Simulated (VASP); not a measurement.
Method: PBE GGA, VASP's PBE PAW potentials (set 64) (plane waves; VASP 6.6.1).

Input for VASP

File POSCAR:
```
GaN
1
    0.0000000000     2.3019500000     2.3019500000
    2.3019500000     0.0000000000     2.3019500000
    2.3019500000     2.3019500000     0.0000000000
Ga N
1 1
Direct
  0.0000000000   0.0000000000   0.0000000000
  0.7500000000   0.7500000000   0.7500000000
```

**KPOINTS_OPT**
```
k-points along high-symmetry lines
10
Line-mode
Reciprocal
  0.000000   0.000000   0.000000 ! GAMMA
 -0.500000  -0.500000   0.000000 ! X

 -0.500000  -0.500000   0.000000 ! X
 -0.375000  -0.375000   0.250000 ! U

 -0.375000   0.000000   0.375000 ! K
  0.000000   0.000000   0.000000 ! GAMMA

  0.000000   0.000000   0.000000 ! GAMMA
  0.000000   0.000000   0.500000 ! L

  0.000000   0.000000   0.500000 ! L
 -0.500000  -0.250000   0.250000 ! W

 -0.500000  -0.250000   0.250000 ! W
 -0.500000  -0.500000   0.000000 ! X
```

KPOINTS:
```
Automatic mesh
0
Gamma
6 6 6
0 0 0
```

### INCAR
```
ALGO = Normal
EDIFF = 1E-6
ENCUT = 400
GGA = PE
ISIF = 2
ISMEAR = 0
LASPH = .TRUE.
LCHARG = .FALSE.
LMAXMIX = 4
LREAL = .FALSE.
LWAVE = .FALSE.
NELM = 100
PREC = Accurate
SIGMA = 0.01
SYSTEM = GaN
```

POTCAR, in this order: Ga_d N (PBE.64 set). Program: vasp_std.

### Question
What will the output report for the number of irreducible k-points (NKPTS), largest plane-wave count, number of space-group operations, FFT grid (NGX, NGY, NGZ)?

### Answer

```json
{
  "number of irreducible k-points (NKPTS)": "16",
  "largest_plane_wave_count": "459",
  "number_of_space_group_operations": "24",
  "FFT grid (NGX, NGY, NGZ)": "24 × 24 × 24"
}
```

The structure comes from a computed database's GaN entry; how it stands against other phases isn't given here. The cell was not relaxed at this level.
